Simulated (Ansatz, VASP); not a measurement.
# TaN: VASP beside Ansatz

Aim: how closely do two programs agree when they are given the same cell, functional and k mesh? The cell is taken from a series of runs on this material, whose earlier steps may have relaxed, scaled, displaced or heated it; both programs get it as it stands.

Program: Ansatz 0.2.0. Level of theory: plane waves, with VASP 6.6.1 beside it; zone-centre phonons at PBEsol. Results are calculated unless marked as measured.

**1. Starting point**

It takes space group P-62m (No. 189, hexagonal). Conventional cell: a = 5.250 Å, b = 5.250 Å, c = 2.929 Å, α = 90.00°, β = 90.00°, γ = 120.00°. Nearest to N lie 5 Ta at 2.06 to 2.18 Å. Ta has 6 N at 2.18 Å nearest. Nearest to Ta lie 3 N at 2.06 Å. Farther neighbours and most contacts between anions are not listed.

Structure file:

```cif
data_structure
_symmetry_space_group_name_H-M 'P-62m'
_symmetry_Int_Tables_number 189
_cell_length_a 5.2501
_cell_length_b 5.2501
_cell_length_c 2.9293
_cell_angle_alpha 90.000
_cell_angle_beta 90.000
_cell_angle_gamma 120.000
_cell_volume 69.93
loop_
_atom_site_label
_atom_site_type_symbol
_atom_site_symmetry_multiplicity
_atom_site_Wyckoff_symbol
_atom_site_fract_x
_atom_site_fract_y
_atom_site_fract_z
_atom_site_occupancy
N1 N 3 f 0.39171 0.00000 0.00000 1
Ta1 Ta 2 d 0.33333 0.66667 0.50000 1
Ta2 Ta 1 a 0.00000 0.00000 0.00000 1
```

**2. VASP: zone-centre phonons, PBEsol**

Second derivatives magnify differences that forces hide, and they need a tight electronic threshold.

Lines of VASP's logs that name or quote its potential files are left out, and so is its time.

The input, INCAR:

```
SYSTEM = TaN
PREC = Accurate
ENCUT = 600
EDIFF = 1E-08
NELM = 120
ISMEAR = 1
SIGMA = 0.2
LREAL = .FALSE.
ALGO = Normal
GGA = PS
NBANDS = 30
LASPH = .TRUE.
LORBIT = 11
LWAVE = .FALSE.
LCHARG = .FALSE.
ISIF = 2
IBRION = 8
GGA_COMPAT = .FALSE.
KPAR = 2
```

The input, POSCAR:

```
TaN
1.0
    5.2501304732      0.0000000000      0.0000000000
   -2.6250652366      4.5467463630      0.0000000000
    0.0000000000      0.0000000000      2.9293121426
N Ta
3 3
Direct
    0.3917144823      0.0000000000      0.0000000000
    0.6082855177      0.6082855177      0.0000000000
    0.0000000000      0.3917144823      0.0000000000
    0.3333333333      0.6666666667      0.5000000000
    0.6666666667      0.3333333333      0.5000000000
    0.0000000000      0.0000000000      0.0000000000
```

The input, KPOINTS:

```
Automatic mesh
0
Gamma
9 9 12
0 0 0
```

The projector-augmented-wave data sets are N and Ta_pv (PBE family, release 64).

Run with:

```
$ mpirun -np 2 vasp_std
```

Numbers of over 12 decimals in the logs are rounded to 6 here.

Output:

```text
[banner, memory and clock lines left out]
running    2 mpi-ranks, on    1 nodes
 distrk:  each k-point on    1 cores,    2 groups
 distr:  one band on    1 cores,    1 groups

 POSCAR found type information on POSCAR N Ta
 POSCAR found :  2 types and       6 ions
|                                                                             |
|               ----> ADVICE to this user running VASP <----                  |
|                                                                             |
|     You enforced a specific xc type in the INCAR file but a different       |
|     [... a line on the potential file left out ...]
|     I HOPE YOU KNOW WHAT YOU ARE DOING!                                     |
|                                                                             |

 LDA part: xc-table for (Slater+PW92), standard interpolation
 POSCAR, INCAR and KPOINTS ok, starting setup
 FFT: planning ... GRIDC
 FFT: planning ... GRID_SOFT
 FFT: planning ... GRID
 WAVECAR not read
 entering main loop
       N       E                     dE             d eps       ncg     rms          rms(c)
DAV:   1     0.473158081334E+03    0.47316E+03   -0.28671E+04  5040   0.186E+03
DAV:   2    -0.473860379954E+02   -0.52054E+03   -0.50113E+03  5754   0.511E+02
DAV:   3    -0.798398891786E+02   -0.32454E+02   -0.31934E+02  6220   0.121E+02
DAV:   4    -0.805899292403E+02   -0.75004E+00   -0.74503E+00  6266   0.178E+01
DAV:   5    -0.806077956665E+02   -0.17866E-01   -0.17854E-01  6224   0.217E+00    0.415E+01
DAV:   6    -0.717429429451E+02    0.88649E+01   -0.54468E+01  6550   0.403E+01    0.177E+01
DAV:   7    -0.714586073966E+02    0.28434E+00   -0.24162E+00  6056   0.903E+00    0.998E+00
DAV:   8    -0.713855082987E+02    0.73099E-01   -0.38860E-01  6120   0.400E+00    0.902E-01
DAV:   9    -0.713714588116E+02    0.14049E-01   -0.46882E-02  6310   0.137E+00    0.380E-01
DAV:  10    -0.713710865365E+02    0.37228E-03   -0.16711E-02  6612   0.648E-01    0.186E-01
DAV:  11    -0.713706450835E+02    0.44145E-03   -0.53741E-03  6584   0.408E-01    0.564E-02
DAV:  12    -0.713705880558E+02    0.57028E-04   -0.34136E-04  6428   0.108E-01    0.169E-02
DAV:  13    -0.713705871696E+02    0.88617E-06   -0.23311E-05  7170   0.276E-02    0.582E-03
DAV:  14    -0.713705870120E+02    0.15762E-06   -0.68849E-07  6622   0.587E-03    0.153E-03
DAV:  15    -0.713705869200E+02    0.91970E-07   -0.91959E-08  6416   0.208E-03    0.523E-04
DAV:  16    -0.713705869170E+02    0.30050E-08   -0.52841E-09  3978   0.583E-04
   1 F= -.71370587E+02 E0= -.71371647E+02  d E =0.317942E-02
 Linear response reoptimize wavefunctions to high precision
DAV:   1    -0.713705869074E+02    0.95943E-08   -0.12913E-08  5402   0.501E-04
DAV:   2    -0.713705869074E+02   -0.24556E-10   -0.32840E-10  3936   0.134E-04
 Linear response DOF=           7
 Linear response progress:
  Degree of freedom:   1/  7
       N       E                     dE             d eps       ncg     rms          rms(c)
RMM:   1    -0.252710162440E+00   -0.25271E+00    0.10906E-01 22276   0.236E+00
RMM:   2    -0.243383951260E+00    0.93262E-02   -0.12928E-02 17979   0.459E-01    0.351E-01
RMM:   3    -0.244363428515E+00   -0.97948E-03   -0.36938E-03 18155   0.204E-01    0.210E-01
RMM:   4    -0.245405308411E+00   -0.10419E-02   -0.61204E-04 17724   0.106E-01    0.642E-02
RMM:   5    -0.245710404820E+00   -0.30510E-03   -0.10758E-04 19659   0.413E-02    0.246E-02
RMM:   6    -0.245711314073E+00   -0.90925E-06   -0.13878E-05 19653   0.157E-02    0.482E-03
RMM:   7    -0.245682882610E+00    0.28431E-04   -0.12814E-06 18180   0.575E-03    0.101E-03
RMM:   8    -0.245680088313E+00    0.27943E-05   -0.62731E-07 20657   0.199E-03    0.517E-04
RMM:   9    -0.245681287956E+00   -0.11996E-05   -0.56447E-07 20423   0.713E-04    0.209E-04
RMM:  10    -0.245680835438E+00    0.45252E-06   -0.45644E-08 20298   0.374E-04    0.777E-05
RMM:  11    -0.245681127765E+00   -0.29233E-06   -0.21536E-07 20852   0.241E-04    0.192E-05
RMM:  12    -0.245681177371E+00   -0.49606E-07   -0.77694E-08 21826   0.179E-04    0.616E-06
RMM:  13    -0.245681171760E+00    0.56115E-08   -0.14303E-07 22112   0.159E-04    0.192E-06
RMM:  14    -0.245681169054E+00    0.27061E-08   -0.13015E-07 21219   0.153E-04    0.983E-07
RMM:  15    -0.245681167700E+00    0.13535E-08   -0.15419E-07 20322   0.152E-04    0.376E-07
RMM:  16    -0.245681167924E+00   -0.22370E-09   -0.12510E-07 19750   0.151E-04    0.217E-07
RMM:  17    -0.245681168422E+00   -0.49867E-09   -0.15374E-07 19789   0.151E-04    0.142E-07
RMM:  18    -0.245681168361E+00    0.61710E-10   -0.12296E-07 19775   0.151E-04    0.102E-07
RMM:  19    -0.245681168138E+00    0.22237E-09   -0.15411E-07 19946   0.151E-04    0.937E-08
 first order change of Fermi-energy   0.13521E-01
 force on displaced ion       1 direction 1 : -18.896  -0.000   0.000
 Linear response progress:
[...]
RMM:   8    -0.204887253119E+00    0.16658E-05   -0.28825E-05 37418   0.294E-03    0.567E-04
RMM:   9    -0.204887282683E+00   -0.29565E-07   -0.16617E-05 36831   0.155E-03    0.287E-04
RMM:  10    -0.204887423395E+00   -0.14071E-06   -0.89498E-06 37211   0.882E-04    0.103E-04
RMM:  11    -0.204887781845E+00   -0.35845E-06   -0.68186E-06 37535   0.585E-04    0.686E-05
RMM:  12    -0.204887697188E+00    0.84657E-07   -0.18034E-06 35730   0.466E-04    0.224E-05
[...]
RMM:  44    -0.204887974157E+00   -0.28427E-09   -0.56314E-07 40267   0.244E-04    0.456E-07
RMM:  45    -0.204887975100E+00   -0.94342E-09   -0.55363E-07 40272   0.244E-04    0.375E-07
RMM:  46    -0.204887975455E+00   -0.35463E-09   -0.56685E-07 40277   0.244E-04    0.468E-07
RMM:  47    -0.204887976153E+00   -0.69844E-09   -0.56595E-07 40235   0.244E-04    0.370E-07
RMM:  48    -0.204887976437E+00   -0.28383E-09   -0.59286E-07 40287   0.244E-04    0.436E-07
 first order change of Fermi-energy  -0.35720E-03
 force on displaced ion       4 direction 1 : -24.107  -0.003   0.000
 Linear response progress:
  Degree of freedom:   5/  7
       N       E                     dE             d eps       ncg     rms          rms(c)
RMM:   1    -0.144600587961E+00   -0.14460E+00    0.10530E+01 10765   0.199E+01
RMM:   2    -0.170711535871E+00   -0.26111E-01   -0.38769E-02 16829   0.124E+00    0.132E-01
RMM:   3    -0.170104331269E+00    0.60720E-03   -0.71464E-03 18823   0.322E-01    0.712E-02
RMM:   4    -0.169488516421E+00    0.61581E-03   -0.96215E-04 21501   0.121E-01    0.265E-02
RMM:   5    -0.169284949074E+00    0.20357E-03   -0.87615E-05 21504   0.301E-02    0.729E-03
RMM:   6    -0.169225003664E+00    0.59945E-04   -0.37607E-05 20931   0.102E-02    0.140E-03
RMM:   7    -0.169223258205E+00    0.17455E-05   -0.88282E-06 20937   0.440E-03    0.486E-04
RMM:   8    -0.169223293645E+00   -0.35440E-07   -0.20520E-05 21127   0.207E-03    0.205E-04
RMM:   9    -0.169224141703E+00   -0.84806E-06   -0.11459E-05 22242   0.117E-03    0.683E-05
RMM:  10    -0.169224610594E+00   -0.46889E-06   -0.86282E-06 20489   0.751E-04    0.343E-05
RMM:  11    -0.169224717887E+00   -0.10729E-06   -0.42651E-06 21462   0.546E-04    0.212E-05
RMM:  12    -0.169224883865E+00   -0.16598E-06   -0.39431E-06 22862   0.404E-04    0.936E-06
RMM:  13    -0.169224840899E+00    0.42966E-07   -0.19135E-06 23077   0.332E-04    0.508E-06
RMM:  14    -0.169224921735E+00   -0.80836E-07   -0.21191E-06 22242   0.289E-04    0.342E-06
RMM:  15    -0.169224890963E+00    0.30772E-07   -0.92287E-07 22982   0.262E-04    0.242E-06
RMM:  16    -0.169224881017E+00    0.99454E-08   -0.10687E-06 22749   0.242E-04    0.454E-06
RMM:  17    -0.169224876807E+00    0.42104E-08   -0.53532E-07 23257   0.229E-04    0.183E-06
RMM:  18    -0.169224890857E+00   -0.14050E-07   -0.58406E-07 23948   0.220E-04    0.266E-06
RMM:  19    -0.169224880186E+00    0.10671E-07   -0.31123E-07 24030   0.214E-04    0.224E-06
RMM:  20    -0.169224889639E+00   -0.94535E-08   -0.34140E-07 24061   0.210E-04    0.181E-06
RMM:  21    -0.169224863796E+00    0.25844E-07   -0.17641E-07 23990   0.208E-04    0.403E-06
RMM:  22    -0.169224873688E+00   -0.98918E-08   -0.20834E-07 23575   0.205E-04    0.342E-06
RMM:  23    -0.169224867778E+00    0.59093E-08   -0.11103E-07 23242   0.204E-04    0.354E-06
RMM:  24    -0.169224869193E+00   -0.14147E-08   -0.13165E-07 23092   0.203E-04    0.382E-06
 first order change of Fermi-energy   0.22531E-03
 force on displaced ion       4 direction 3 :   0.000   0.000 -19.153
 Linear response progress:
  Degree of freedom:   6/  7
       N       E                     dE             d eps       ncg     rms          rms(c)
RMM:   1    -0.179401843074E+00   -0.17940E+00    0.10801E+01 10825   0.188E+01
RMM:   2    -0.210785192437E+00   -0.31383E-01   -0.51395E-02 16509   0.125E+00    0.275E-01
RMM:   3    -0.210445939134E+00    0.33925E-03   -0.94431E-03 18986   0.301E-01    0.163E-01
RMM:   4    -0.209965245670E+00    0.48069E-03   -0.95282E-04 19883   0.127E-01    0.642E-02
RMM:   5    -0.209808218666E+00    0.15703E-03   -0.13628E-04 20929   0.427E-02    0.254E-02
RMM:   6    -0.209733650000E+00    0.74569E-04   -0.37844E-05 20497   0.184E-02    0.465E-03
RMM:   7    -0.209725726390E+00    0.79236E-05   -0.24786E-06 20760   0.104E-02    0.209E-03
RMM:   8    -0.209725721944E+00    0.44457E-08   -0.49527E-06 20414   0.501E-03    0.626E-04
RMM:   9    -0.209726857311E+00   -0.11354E-05    0.12064E-06 21317   0.262E-03    0.676E-04
RMM:  10    -0.209727937545E+00   -0.10802E-05   -0.45527E-07 20845   0.183E-03    0.180E-04
RMM:  11    -0.209728440985E+00   -0.50344E-06    0.69324E-07 21998   0.101E-03    0.231E-04
RMM:  12    -0.209728628394E+00   -0.18741E-06    0.64290E-08 20519   0.831E-04    0.288E-05
RMM:  13    -0.209728610485E+00    0.17909E-07    0.64540E-07 21374   0.501E-04    0.286E-05
RMM:  14    -0.209728805389E+00   -0.19490E-06   -0.23563E-08 22335   0.388E-04    0.290E-05
RMM:  15    -0.209728857100E+00   -0.51711E-07    0.99621E-08 22153   0.349E-04    0.120E-05
RMM:  16    -0.209728965851E+00   -0.10875E-06   -0.97202E-08 22123   0.300E-04    0.348E-06
RMM:  17    -0.209728933189E+00    0.32662E-07    0.56620E-09 23304   0.268E-04    0.335E-06
RMM:  18    -0.209728964803E+00   -0.31614E-07   -0.10239E-07 23581   0.252E-04    0.190E-06
RMM:  19    -0.209728962588E+00    0.22147E-08   -0.62140E-08 23970   0.241E-04    0.245E-06
 first order change of Fermi-energy  -0.34315E-03
 force on displaced ion       6 direction 1 : -25.022  -0.000   0.000
 Linear response progress:
  Degree of freedom:   7/  7
       N       E                     dE             d eps       ncg     rms          rms(c)
RMM:   1    -0.129947929551E+00   -0.12995E+00    0.13072E+01  8071   0.168E+01
RMM:   2    -0.155229255818E+00   -0.25281E-01   -0.34564E-02 10978   0.100E+00    0.142E-01
RMM:   3    -0.153873711800E+00    0.13555E-02   -0.47944E-03 12665   0.253E-01    0.714E-02
RMM:   4    -0.152868923473E+00    0.10048E-02   -0.78627E-04 13835   0.111E-01    0.333E-02
RMM:   5    -0.152481502163E+00    0.38742E-03   -0.61542E-05 14436   0.317E-02    0.254E-03
RMM:   6    -0.152487921653E+00   -0.64195E-05   -0.83170E-06 14072   0.882E-03    0.139E-03
RMM:   7    -0.152493343171E+00   -0.54215E-05   -0.36113E-06 14732   0.319E-03    0.383E-04
RMM:   8    -0.152496543192E+00   -0.32000E-05   -0.39258E-07 14962   0.132E-03    0.874E-05
RMM:   9    -0.152497176989E+00   -0.63380E-06   -0.35509E-07 14965   0.741E-04    0.506E-05
RMM:  10    -0.152497545930E+00   -0.36894E-06   -0.24852E-07 15217   0.491E-04    0.281E-05
RMM:  11    -0.152497923558E+00   -0.37763E-06   -0.14772E-07 15006   0.364E-04    0.547E-06
RMM:  12    -0.152497894543E+00    0.29015E-07   -0.16439E-07 15128   0.284E-04    0.574E-06
RMM:  13    -0.152497904042E+00   -0.94986E-08   -0.97297E-08 15595   0.238E-04    0.763E-06
 first order change of Fermi-energy   0.55940E-03
 force on displaced ion       6 direction 3 :   0.000  -0.000 -11.191
 Linear response finished
```

(Continued in part 2 of 2.)

[Lines on the potential files, build, host, timing and source positions are cut from VASP's logs without a mark.]

[Logs are printed without paths, hosts, clocks, repeated set-up lines and the standing remarks that a program may print on its own settings, such as how far it seeks lower states.]

[Hosts, paths, dates, database ids (printed as entryN), source tags and the programs' standing remarks are cut or masked in the printed files.]
